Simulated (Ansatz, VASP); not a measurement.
## AlNi in two plane-wave programs

Aim: how closely do two programs agree when they are given the same cell, functional and k mesh? The cell is taken from a series of runs on this material, whose earlier steps may have relaxed, scaled, displaced or heated it; both programs get it as it stands.

Method: plane waves, with VASP 6.6.1 beside it; zone-centre phonons at LDA, in Ansatz 0.2.0.

### 1. The starting structure

It takes space group R-3m (No. 166, trigonal). Conventional cell: a = 3.845 Å, b = 3.845 Å, c = 5.038 Å, α = 90.00°, β = 90.00°, γ = 120.00°. Nearest to Al lie 8 Ni at 2.37 to 2.52 Å. Nearest to Ni lie 8 Al at 2.37 to 2.52 Å. Farther neighbours are not listed.

### 2. Ansatz: zone-centre phonons, LDA

Ansatz runs on its PAW soft_1 files.

Second derivatives magnify differences that forces hide, and they need a tight electronic threshold.

Contents of input.yaml:

```yaml
crystal:
  lattice:
    - [2.781908489, 0.0632685329, 0.0632685329]
    - [0.0632685329, 2.781908489, 0.0632685329]
    - [0.0632685329, 0.0632685329, 2.781908489]
  atoms:
    - { symbol: Al, position: [0.0, 0.0, 0.0] }
    - { symbol: Ni, position: [0.5, 0.5, 0.5] }
kpoints:
  mp_grid: { grid: [16, 16, 16] }
hamiltonian:
  xc: lda
  pseudopotentials: { kind: paw, azcp: { folder: soft_1 }, xc_functional: pbe }
scf:
  occupations: { method: methfessel_paxton, width: 0.2 }
output:
  eigenvalues: true
phonons:
  method: dfpt
```

On the command line:

```bash
ansatz run input.yaml --threads 4 --pin off --max-ram 10240MiB --backend cpu --events-out ev --progress --plain --runs-dir out
```

Numbers of over 12 decimals in the logs are rounded to 6 here.

What it wrote:

```text
Engine: ansatz 0.2.0, aarch64-unknown-linux-gnu
Pseudopotentials: kind: paw
Pseudopotential: Al, paw, valence charge 3, recommended cutoff 420 eV (normal), soft_1/Al.paw.azcp
Pseudopotential: Ni, paw, valence charge 18, recommended cutoff 420 eV (normal), soft_1/Ni.paw.azcp
Functional definition: SPW92
  exchange = slater_x
  correlation = pw_c
Crystal: 2 atoms, lattice volume = 21.496 Å³
Basis set: ecut = 420 eV, 431 PW (Γ), exchange–correlation on 40×40×40 points (8 copies of the dense FFT grid, shifted against one another)
Bands: 15, of which v1, the nominal top of the filled ones, is band 11 counted from 1 (10 counted from 0)
Symmetry: 12 space group operations
k-points: 1098 of 4096 (irreducible under 2 space group operations, time reversal used)
Non-local potential: Al, projectors of the file, l = 0: 2, l = 1: 2, l = 2: 1
Non-local potential: Ni, projectors of the file, l = 0: 3, l = 1: 2, l = 2: 3, l = 3: 1
PAW form: soft (Blöchl's): semilocal exchange-correlation on the pseudo side does not see the compensation charge
PAW frozen core: Al, regenerated for the run's functional, and the local potential with it (the file was generated under x = pbe(κ = 0.804, μ = 0.219515), c = pbe(β = 0.066725))
PAW frozen core: Ni, regenerated for the run's functional, and the local potential with it (the file was generated under x = pbe(κ = 0.804, μ = 0.219515), c = pbe(β = 0.066725))
PAW one-centre angular grid: Al, 110 points (default); XC on 64 Gauss nodes
PAW one-centre angular grid: Ni, 590 points (default); XC on 64 Gauss nodes
Initial density: superposition of atomic densities (chi_scale 0.1, normalization cell, long waves kept (reshape's long-wave potential 0.00 eV rms))
Initial wavefunctions: pseudopotential atomic-orbital guess
Functional: x = slater, c = lda
SCF iter   1: F=—  HF=-6287.927126 eV  |F-HF|=—  |Δ(HF+E_count)|=         —  Δρ=6.27e-2  dr2=9.60e-1  ethr=3.10e-3  ⟨swp⟩=4.0  Hψ=72941  notcnv=0
preconditioner: auto → none  [metal: Δε(μ)=0.034 eV  Ē_g=10.922 eV  σ=0.200 eV  W_gap=0.14  n_scr=6 (ndim 8)  ℏωp=28.9 eV  f_vac=0.000  D(μ)=0.51/eV (n_scr^D=0)  sad-step TF]
SCF iter   2: F=—  HF=-6287.764323 eV  |F-HF|=—  |Δ(HF+E_count)|=   1.63e-1  S|Δr|=    0.00e0  Δρ=5.27e-2  dr2=6.69e-1  ethr=3.10e-3  ⟨swp⟩=2.0  Hψ=29030  notcnv=0  defer=190
SCF iter   3: F=—  HF=-6287.578811 eV  |F-HF|=—  |Δ(HF+E_count)|=   1.86e-1  S|Δr|=    0.00e0  Δρ=8.47e-3  dr2=2.04e-2  ethr=3.10e-3  ⟨swp⟩=2.0  Hψ=20887  notcnv=0  defer=190
SCF iter   4: F=—  HF=-6287.573801 eV  |F-HF|=—  |Δ(HF+E_count)|=   5.01e-3  S|Δr|=    0.00e0  Δρ=1.28e-3  dr2=1.45e-4  ethr=9.73e-5  ⟨swp⟩=1.2  Hψ=25404  notcnv=0  defer=248
SCF iter   5: F=—  HF=-6287.573927 eV  |F-HF|=—  |Δ(HF+E_count)|=   1.26e-4  S|Δr|=    0.00e0  Δρ=7.60e-4  dr2=5.90e-5  ethr=6.92e-7  ⟨swp⟩=2.0  Hψ=27732  notcnv=0  defer=248
SCF iter   6: F=—  HF=-6287.573915 eV  |F-HF|=—  |Δ(HF+E_count)|=   1.25e-5  S|Δr|=    0.00e0  Δρ=8.70e-5  dr2=1.18e-6  ethr=2.81e-7  ⟨swp⟩=2.2  Hψ=22829  notcnv=0  defer=248
SCF iter   7: F=—  HF=-6287.573928 eV  |F-HF|=—  |Δ(HF+E_count)|=   1.29e-5  S|Δr|=    0.00e0  Δρ=9.06e-6  dr2=1.27e-8  ethr=5.61e-9  ⟨swp⟩=1.9  Hψ=21870  notcnv=0  defer=265
SCF iter   8: F=—  HF=-6287.573928 eV  |F-HF|=—  |Δ(HF+E_count)|=   1.82e-9  S|Δr|=    0.00e0  Δρ=6.55e-7  dr2=5.13e-11  ethr=6.04e-11  ⟨swp⟩=2.4  Hψ=24533  notcnv=0  defer=265
SCF iter   9: F=-6287.573928 eV  HF=-6287.573928 eV  |F-HF|=1.82e-12  |Δ(HF+E_count)|=  7.28e-12  S|Δr|=    0.00e0  Δρ=2.87e-8  dr2=1.01e-13  ethr=1.00e-12  ⟨swp⟩=6.2  Hψ=70675  notcnv=0
SCF 1 converged in 9 iterations: F = -6287.573928 eV  dr2 = 1.01e-13
  greatest PAW one-centre occupation: 1.001 electrons in one spin orbital (limit 2), on the Ni atom at site 1 (counted from 0), in its partial waves of l = 1
DFPT response loops at Γ: preconditioner auto → Kerker (q_TF=auto, 2.718 Å⁻¹) (partly filled bands, converged f_vac=0.000); β = 1.00, the filter's whole step (`scf.mixing.beta` (0.50) is not read by the response loops under this deck's `scf.mixing.preconditioner`; to damp them name `kerker` or `kerker_dos`, under which they read `scf.mixing.beta`, and type it under 1.00, their step now; both keys bind the ground state too); Broyden in place of MSR1
SCF converged after 9 iterations
Stability not checked: this state was not tested for a lower state beside it, because cold or Methfessel-Paxton smearing, or corrected tetrahedra, fill the levels in a way that the test cannot read (fill_not_monotonic; see scf.lower_state_search)
Free energy (F): -6287.573928 eV
Harris-Foulkes:  -6287.573928 eV  (|F-HF|=1.82e-12)
Internal energy: -6287.575307 eV  (E = F + TS)
E sigma→0 (E₀):  -6287.574272 eV
Entropy (-TS):   0.001379 eV (0.689 meV/atom)
Fermi energy:    15.422673 eV
--- Per-component energies (eV) ---
  E_band       = -309.052831
  E_kinetic    = 373.499678
  E_local      = -3601.803074  (includes V_loc(G=0)·N_el)
  E_nonlocal   = -101.356764
  E_hartree    = 1903.951779
  E_xc         = -153.488188
  E_vxc        = -180.029310  (∫ρ·V_xc dr)
  E_paw        = -2038.079134  (= ΣΔE_a)
  E_vpaw       = -607.267737  (= ΣTr[D̂ρ^β])
  E_aug_tail   = 0.000843  (compensation charges beyond the density's cutoff)
  E_ewald      = -2670.790285
  E_core_change = 0.489838  (= ΣΔE_core)
  E_smearing   = 0.001379  (= −TS)
  E_closure    = 0.000000  (closes the sum)
  Σ components = -6287.573928   (vs F -6287.573928, Δ=0.00e0)
--- Band table (eV; the first three rows and the last of 1098) ---
  k-point 0: bands = [... 7 lower, 13.5551, 13.5551, 13.7445, 21.2457, 21.2457, 21.6735, 23.9959, 23.9959]
  k-point 1: bands = [... 7 lower, 13.5179, 13.5450, 13.7245, 20.5130, 21.3469, 21.6556, 23.9955, 24.7817]
  k-point 2: bands = [... 7 lower, 13.4152, 13.4972, 13.6897, 19.0743, 21.6393, 21.9215, 23.9954, 26.0323]
  k-point 1097: bands = [... 7 lower, 14.2807, 14.2807, 16.5017, 17.6827, 17.6827, 19.7228, 20.2154, 20.7233]
--- Phonons (Γ-DFPT): 2 representative perturbations + reference, on 1098 of 4096 k-points (Σ response iterations 6) ---
  k mesh reduced under 2 symmetry operations, with k and −k counted as one. Each operation leaves every solved perturbation unchanged. A smaller set is not used because it would not reduce the number of displacements times k-points to solve
  ASR residual: 2.097e-5 → 0.000e0 eV/Å²; symmetrization residual: 3.833e-7 eV/Å²
  ASR residual per site (eV/Å²): 4.07e-6 2.10e-5
  Γ frequencies (cm⁻¹): 0.00 0.00 0.00 281.44 372.40 372.40
  non-analytic LO–TO correction: not included (Born effective charges unavailable; polar crystals: no LO–TO splitting at Γ)
```

### 3. VASP: zone-centre phonons, LDA

The same cell, functional (in two slightly different forms), mesh and smearing now go to VASP, with its own data sets.

Lines of VASP's logs that name or quote its potential files are left out, and so is its time.

Contents of INCAR:

```
SYSTEM = AlNi
PREC = Accurate
ENCUT = 600
EDIFF = 1E-08
NELM = 120
ISMEAR = 1
SIGMA = 0.2
LREAL = .FALSE.
ALGO = Normal
GGA = CA
NBANDS = 12
LASPH = .TRUE.
LORBIT = 11
LWAVE = .FALSE.
LCHARG = .FALSE.
ISIF = 2
IBRION = 8
GGA_COMPAT = .FALSE.
KPAR = 2
```

Contents of POSCAR:

```
AlNi
1.0
    2.7819084890      0.0632685329      0.0632685329
    0.0632685329      2.7819084890      0.0632685329
    0.0632685329      0.0632685329      2.7819084890
Al Ni
1 1
Direct
    0.0000000000      0.0000000000      0.0000000000
    0.5000000000      0.5000000000      0.5000000000
```

Contents of KPOINTS:

```
Automatic mesh
0
Gamma
16 16 16
0 0 0
```

The projector-augmented-wave data sets are Al and Ni (LDA family, release 64).

On the command line:

```bash
mpirun -np 2 vasp_std
```

What it wrote:

```text
[banner, memory and clock lines left out]
running    2 mpi-ranks, on    1 nodes
 distrk:  each k-point on    1 cores,    2 groups
 distr:  one band on    1 cores,    1 groups

 POSCAR found type information on POSCAR AlNi
 POSCAR found :  2 types and       2 ions
 LDA part: xc-table for (Slater(with rela. corr.)+CA(PZ))
 , standard interpolation
 POSCAR, INCAR and KPOINTS ok, starting setup
 FFT: planning ... GRIDC
 FFT: planning ... GRID_SOFT
 FFT: planning ... GRID
 WAVECAR not read
 entering main loop
       N       E                     dE             d eps       ncg     rms          rms(c)
DAV:   1     0.443716911958E+02    0.44372E+02   -0.62874E+03 10212   0.133E+03
DAV:   2    -0.117121132924E+02   -0.56084E+02   -0.51860E+02 10272   0.212E+02
DAV:   3    -0.135548330162E+02   -0.18427E+01   -0.18237E+01 12036   0.445E+01
DAV:   4    -0.135794643666E+02   -0.24631E-01   -0.24622E-01 11144   0.465E+00
DAV:   5    -0.135800578486E+02   -0.59348E-03   -0.59347E-03 11944   0.796E-01    0.125E+01
DAV:   6    -0.147853253617E+02   -0.12053E+01   -0.41848E+01 11156   0.109E+02    0.135E+01
DAV:   7    -0.121240920011E+02    0.26612E+01   -0.12786E+01 11228   0.650E+01    0.113E+00
DAV:   8    -0.121094232277E+02    0.14669E-01   -0.21370E-01 12096   0.511E+00    0.107E+00
DAV:   9    -0.120930344322E+02    0.16389E-01   -0.45591E-02 12192   0.331E+00    0.164E-01
DAV:  10    -0.120927336703E+02    0.30076E-03   -0.94920E-04 11956   0.457E-01    0.884E-02
DAV:  11    -0.120927343679E+02   -0.69764E-06   -0.28076E-05 12720   0.491E-02    0.269E-02
DAV:  12    -0.120927337757E+02    0.59223E-06   -0.30302E-06 13400   0.301E-02    0.464E-03
DAV:  13    -0.120927336874E+02    0.88244E-07   -0.34714E-07 14868   0.576E-03    0.196E-03
DAV:  14    -0.120927336904E+02   -0.29906E-08   -0.13086E-08  6884   0.107E-03
   1 F= -.12092734E+02 E0= -.12093195E+02  d E =0.138366E-02
 Linear response reoptimize wavefunctions to high precision
DAV:   1    -0.120927336896E+02    0.76625E-09   -0.10001E-08 11336   0.176E-03
DAV:   2    -0.120927336897E+02   -0.10004E-10   -0.99681E-11  5772   0.958E-05
 Linear response DOF=           2
 Linear response progress:
  Degree of freedom:   1/  2
       N       E                     dE             d eps       ncg     rms          rms(c)
RMM:   1    -0.600943957649E-02   -0.60094E-02    0.15187E-03 58755   0.679E-01
RMM:   2    -0.565394278408E-02    0.35550E-03   -0.59086E-05 38923   0.246E-01    0.637E-02
RMM:   3    -0.563618132246E-02    0.17761E-04   -0.11332E-04 43248   0.891E-02    0.314E-02
RMM:   4    -0.570687614079E-02   -0.70695E-04   -0.46189E-05 42787   0.540E-02    0.595E-03
RMM:   5    -0.571375085074E-02   -0.68747E-05   -0.38988E-06 44244   0.129E-02    0.175E-03
RMM:   6    -0.571347406654E-02    0.27678E-06   -0.18870E-07 44628   0.300E-03    0.780E-04
RMM:   7    -0.571355553831E-02   -0.81472E-07   -0.18155E-08 41480   0.133E-03    0.615E-04
RMM:   8    -0.571370219838E-02   -0.14666E-06   -0.50363E-09 46615   0.452E-04    0.236E-04
RMM:   9    -0.571367628084E-02    0.25918E-07   -0.26635E-10 46777   0.144E-04    0.623E-05
RMM:  10    -0.571367459750E-02    0.16833E-08   -0.90276E-12 48074   0.449E-05    0.895E-06
 first order change of Fermi-energy  -0.91526E-04
 force on displaced ion       1 direction 1 :  -8.199   1.367   1.367
 Linear response progress:
  Degree of freedom:   2/  2
       N       E                     dE             d eps       ncg     rms          rms(c)
RMM:   1    -0.187819620378E+00   -0.18782E+00   -0.97788E-02 38495   0.272E+00
RMM:   2    -0.186459507232E+00    0.13601E-02   -0.18500E-03 39429   0.537E-01    0.138E-01
RMM:   3    -0.186436657150E+00    0.22850E-04   -0.14474E-04 42160   0.105E-01    0.815E-02
RMM:   4    -0.186851885259E+00   -0.41523E-03   -0.20089E-04 45594   0.112E-01    0.558E-03
RMM:   5    -0.186831538699E+00    0.20347E-04   -0.39383E-06 46962   0.210E-02    0.332E-03
RMM:   6    -0.186827405168E+00    0.41335E-05   -0.26892E-07 43642   0.595E-03    0.223E-03
RMM:   7    -0.186821736286E+00    0.56689E-05   -0.89434E-08 43491   0.375E-03    0.553E-04
RMM:   8    -0.186816719467E+00    0.50168E-05   -0.17135E-08 48502   0.104E-03    0.902E-05
RMM:   9    -0.186816263991E+00    0.45548E-06   -0.33427E-09 49112   0.267E-04    0.235E-05
RMM:  10    -0.186816203295E+00    0.60696E-07   -0.29311E-09 49762   0.918E-05    0.171E-05
RMM:  11    -0.186816120971E+00    0.82324E-07   -0.29297E-09 49094   0.530E-05    0.165E-06
RMM:  12    -0.186816113548E+00    0.74227E-08   -0.29417E-09 50029   0.332E-05    0.678E-07
 first order change of Fermi-energy  -0.71432E-03
 force on displaced ion       2 direction 1 :  -8.193   1.366   1.366
 Linear response finished
```

OUTCAR, selected parts (step 3):

```text
ion  position               nearest neighbor table
   1  0.000  0.000  0.000-   2 2.37   2 2.37   2 2.37   2 2.37   2 2.37   2 2.37   2 2.52   2 2.52

  LATTYP: Found a trigonal (rhomboedric) cell.
 ALAT       =     2.7833470239
 COS(alpha) =     0.0459554015

 Subroutine GETGRP returns: Found 12 space group operations
 (whereof 12 operations were pure point group operations)

The static configuration has the point symmetry D_3d.

 Found    417 irreducible k-points:

   k-points           NKPTS =    417   k-points in BZ     NKDIM =    417   number of bands    NBANDS=     12

   dimension x,y,z NGX =    24 NGY =   24 NGZ =   24
   dimension x,y,z NGXF=    48 NGYF=   48 NGZF=   48

   ENCUT  =  600.0 eV  44.10 Ry    6.64 a.u.   5.56  5.56  5.56*2*pi/ulx,y,z

   NELECT =      13.0000    total number of electrons

 k-points in reciprocal lattice and weights: Automatic mesh
   0.00000000  0.00000000  0.00000000       0.000
   0.06250000  0.00000000  0.00000000       0.001
   0.12500000  0.00000000  0.00000000       0.001
   0.18750000  0.00000000  0.00000000       0.001
   0.25000000  0.00000000  0.00000000       0.001
   0.31250000  0.00000000  0.00000000       0.001
   0.37500000  0.00000000  0.00000000       0.001
   0.43750000  0.00000000  0.00000000       0.001
   0.50000000  0.00000000  0.00000000       0.001
[...]
-0.43750000  0.50000000  0.43750000       0.001
   0.50000000  0.50000000  0.50000000       0.000

 average (electrostatic) potential at core
       1 -66.7698       2 -80.3144

  Total        1.7303522      1.7303522      1.7303522     -0.8412940     -0.8412940     -0.8412940
  in kB      128.9676429    128.9676429    128.9676429    -62.7038294    -62.7038294    -62.7038294
  external PRESSURE =     128.9676429 kB  Pullay stress =       0.0000000 kB

  energy-cutoff  :      600.00
  volume of cell :       21.50
      direct lattice vectors                 reciprocal lattice vectors
     2.781908489  0.063268533  0.063268533     0.359829412 -0.008001569 -0.008001569
     0.063268533  2.781908489  0.063268533    -0.008001569  0.359829412 -0.008001569
     0.063268533  0.063268533  2.781908489    -0.008001569 -0.008001569  0.359829412

 POSITION                                       TOTAL-FORCE (eV/Angst)
 -----------------------------------------------------------------------------------
      0.00000      0.00000      0.00000        -0.000000      0.000000      0.000000
      1.45422      1.45422      1.45422         0.000000     -0.000000      0.000000
 -----------------------------------------------------------------------------------
    total drift:                                0.000000      0.000000     -0.000000

 Eigenvectors and eigenvalues of the dynamical matrix
 ----------------------------------------------------

   1 f  =   11.245295 THz    70.656275 2PiTHz  375.102677 cm-1    46.506784 meV
             X         Y         Z           dx          dy          dz
      0.000000  0.000000  0.000000    -0.284916   -0.388325    0.673241
      1.454223  1.454223  1.454223     0.193107    0.263195   -0.456302

   2 f  =   11.245295 THz    70.656275 2PiTHz  375.102677 cm-1    46.506784 meV
             X         Y         Z           dx          dy          dz
      0.000000  0.000000  0.000000    -0.612895    0.553192    0.059703
      1.454223  1.454223  1.454223     0.415402   -0.374937   -0.040465

   3 f  =    8.499582 THz    53.404451 2PiTHz  283.515550 cm-1    35.151432 meV
             X         Y         Z           dx          dy          dz
      0.000000  0.000000  0.000000     0.477893    0.477893    0.477893
      1.454223  1.454223  1.454223    -0.323963   -0.323963   -0.323963

   4 f/i=    0.000747 THz     0.004694 2PiTHz    0.024918 cm-1     0.003089 meV
             X         Y         Z           dx          dy          dz
      0.000000  0.000000  0.000000     0.323963    0.323963    0.323963
      1.454223  1.454223  1.454223     0.477893    0.477893    0.477893

   5 f/i=    0.001984 THz     0.012464 2PiTHz    0.066170 cm-1     0.008204 meV
             X         Y         Z           dx          dy          dz
      0.000000  0.000000  0.000000     0.454094   -0.279352   -0.174742
      1.454223  1.454223  1.454223     0.669983   -0.412164   -0.257819

   6 f/i=    0.001984 THz     0.012464 2PiTHz    0.066170 cm-1     0.008204 meV
             X         Y         Z           dx          dy          dz
      0.000000  0.000000  0.000000    -0.060397   -0.363058    0.423455
      1.454223  1.454223  1.454223    -0.089111   -0.535666    0.624778

 ELASTIC MODULI CONTR FROM IONIC RELAXATION (kBar)
 Direction    XX          YY          ZZ          XY          YZ          ZX
 --------------------------------------------------------------------------------
 XX           0.0000      0.0000      0.0000      0.0000      0.0000      0.0000
 YY           0.0000      0.0000      0.0000      0.0000      0.0000      0.0000
 ZZ           0.0000      0.0000      0.0000      0.0000      0.0000      0.0000
 XY           0.0000      0.0000      0.0000      0.0000      0.0000      0.0000
 YZ           0.0000      0.0000      0.0000      0.0000      0.0000      0.0000
 ZX           0.0000      0.0000      0.0000      0.0000      0.0000      0.0000
 --------------------------------------------------------------------------------
```

### 4. Comparison

Known differences besides the potentials themselves: the two LDA forms differ slightly; the data sets hold 21 valence electrons in Ansatz (on its PAW soft_1 files) and 13 in VASP; the cutoff is 420 eV in Ansatz and 600 eV in VASP; VASP's log shows a relativistic correction to its local exchange, Ansatz's none. Total energies have different zeros and are not compared.

Compared:

```csv
quantity,Ansatz,VASP,difference
optical mode 1 (cm⁻¹),281.4,283.5,-0.73 %
optical mode 2 to 3 (cm⁻¹),372.4,375.1,-0.72 %
```

Modes are paired by rising frequency, not by their patterns, so a pair may set unlike modes beside each other; they are those without the splitting of longitudinal modes.

### 5. What came out

```yaml
r_m_s_difference_of_the_optical_zone_centre_modes_each_program_s_sorted_by_frequency_zone_centre_phonons_lda: 2.5 cm⁻¹
difference_in_optical_mode_1_zone_centre_phonons_lda: -0.7 %
```

What this shows: The r.m.s. difference of the optical zone-centre modes, each program's sorted by frequency is 2.5 cm⁻¹ (zone-centre phonons, LDA). The data sets hold unlike numbers of valence electrons (21 in Ansatz and 13 in VASP), so part of the differences comes from the potentials. Among the rows given in per cent, the largest difference of the zone-centre phonons, LDA pair is in optical mode 1, -0.7 %. Such differences can come from data sets, numerical settings and the points named under the comparisons, not from the functional's error against experiment.

[Lines on the potential files, build, host, timing and source positions are cut from VASP's logs without a mark.]

[Logs are printed without paths, hosts, clocks, repeated set-up lines and the standing remarks that a program may print on its own settings, such as how far it seeks lower states.]

[Hosts, paths, dates, database ids (printed as entryN), source tags and the programs' standing remarks are cut or masked in the printed files.]
